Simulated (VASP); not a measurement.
Calculation: r2SCAN meta-GGA, VASP's PBE PAW potentials (set 64) (plane waves; VASP).

A VASP calculation is set up with these files.

### POSCAR
```
FePt
1
    2.7322467276     0.0068306168     0.0000000000
    0.0068306168     2.7322467276     0.0000000000
    0.0000000000     0.0000000000     3.7257439838
Fe Pt
1 1
Direct
  0.0000000000   0.0000000000   0.0000000000
  0.5000000000   0.5000000000   0.5000000000
```

INCAR:
```
ALGO = Normal
EDIFF = 1E-7
EDIFFG = -0.01
ENCUT = 480
IBRION = 2
ISIF = 2
ISMEAR = 1
ISPIN = 2
LASPH = .TRUE.
LCHARG = .FALSE.
LMAXMIX = 6
LMIXTAU = .TRUE.
LORBIT = 10
LREAL = .FALSE.
LWAVE = .FALSE.
MAGMOM = 3.3 0.3
METAGGA = R2SCAN
NELM = 100
NSW = 30
PREC = Accurate
SIGMA = 0.1
SYSTEM = FePt
```

**KPOINTS**
```
Automatic mesh
0
Gamma
12 12 10
0 0 0
```

POTCAR, in this order: Fe Pt (PBE.64 set). Program: vasp_std.

What VASP printed:

OSZICAR:
```
       N       E                     dE             d eps       ncg     rms          rms(c)
DAV:   1     0.388267783771E+02    0.38827E+02   -0.86522E+03 16016   0.129E+03
DAV:   2    -0.680269552451E+02   -0.10685E+03   -0.95117E+02 15977   0.257E+02
DAV:   3    -0.714605285752E+02   -0.34336E+01   -0.33559E+01 19319   0.564E+01
DAV:   4    -0.714970554281E+02   -0.36527E-01   -0.36514E-01 18007   0.496E+00
DAV:   5    -0.714981089562E+02   -0.10535E-02   -0.10535E-02 20682   0.942E-01    0.182E+01
DAV:   6    -0.692592389112E+02    0.22389E+01   -0.25514E+01 17790   0.109E+02    0.283E+01
DAV:   7    -0.666067528677E+02    0.26525E+01   -0.10166E+01 19503   0.848E+01    0.891E+00
DAV:   8    -0.664943096940E+02    0.11244E+00   -0.60888E-01 19764   0.118E+01    0.372E+00
DAV:   9    -0.665530673441E+02   -0.58758E-01   -0.18647E-01 17343   0.635E+00    0.265E+00
DAV:  10    -0.665454122664E+02    0.76551E-02   -0.96061E-02 21246   0.772E+00    0.102E+00
DAV:  11    -0.665429493303E+02    0.24629E-02   -0.13879E-02 21115   0.262E+00    0.326E-01
DAV:  12    -0.665437854279E+02   -0.83610E-03   -0.14500E-03 19357   0.523E-01    0.115E-01
DAV:  13    -0.665439418937E+02   -0.15647E-03   -0.13999E-04 19583   0.177E-01    0.508E-02
DAV:  14    -0.665439529083E+02   -0.11015E-04   -0.40836E-05 19072   0.776E-02    0.214E-02
DAV:  15    -0.665439542302E+02   -0.13218E-05   -0.10551E-05 19504   0.481E-02    0.808E-03
DAV:  16    -0.665439549066E+02   -0.67648E-06   -0.19255E-06 19611   0.189E-02    0.437E-03
DAV:  17    -0.665439557528E+02   -0.84615E-06   -0.35435E-07 18034   0.731E-03    0.255E-03
DAV:  18    -0.665439557961E+02   -0.43263E-07   -0.76968E-08  9445   0.763E-03
   1 F= -.66543956E+02 E0= -.66543882E+02  d E =-.665440E+02  mag=     3.5508
```

File OUTCAR:
```
------------------------ aborting loop because EDIFF is reached ----------------------------------------
  FORCE on cell =-STRESS in cart. coord.  units (eV):
  Direction    XX          YY          ZZ          XY          YZ          ZX
  --------------------------------------------------------------------------------------
  Total        0.0345513      0.0345513     -0.0308011     -0.0340733      0.0000000      0.0000000
  in kB        1.9903312      1.9903312     -1.7743009     -1.9627963      0.0000000      0.0000000
  external PRESSURE =       0.7354538 kB  Pullay stress =       0.0000000 kB
  volume of cell :       27.81
      direct lattice vectors                 reciprocal lattice vectors
     2.732246728  0.006830617  0.000000000     0.366001445 -0.000915004  0.000000000
     0.006830617  2.732246728  0.000000000    -0.000915004  0.366001445  0.000000000
     0.000000000  0.000000000  3.725743984     0.000000000  0.000000000  0.268402769
 POSITION                                       TOTAL-FORCE (eV/Angst)
 -----------------------------------------------------------------------------------
      0.00000      0.00000      0.00000        -0.000000      0.000000      0.000000
      1.36954      1.36954      1.86287         0.000000      0.000000      0.000000
 -----------------------------------------------------------------------------------
    total drift:                               -0.000000      0.000000      0.000000
  FREE ENERGIE OF THE ION-ELECTRON SYSTEM (eV)
  ---------------------------------------------------
  free  energy   TOTEN  =       -66.5439557961 eV

  energy  without entropy=      -66.5437338219  energy(sigma->0) =      -66.54388180

 total charge

# of ion       s       p       d       tot
------------------------------------------
    1        0.416   0.471   6.045   6.931
    2        0.716   0.666   8.069   9.451
--------------------------------------------------
tot          1.132   1.137  14.114  16.383

 magnetization (x)

# of ion       s       p       d       tot
------------------------------------------
    1        0.017  -0.017   3.246   3.246
    2       -0.026  -0.092   0.453   0.335
--------------------------------------------------
tot         -0.009  -0.109   3.698   3.581

 reached required accuracy - stopping structural energy minimisation
```
(Selected blocks of OUTCAR.)

The compound is FePt in the L1_0 structure. This cell was strained or had an atom moved on purpose.
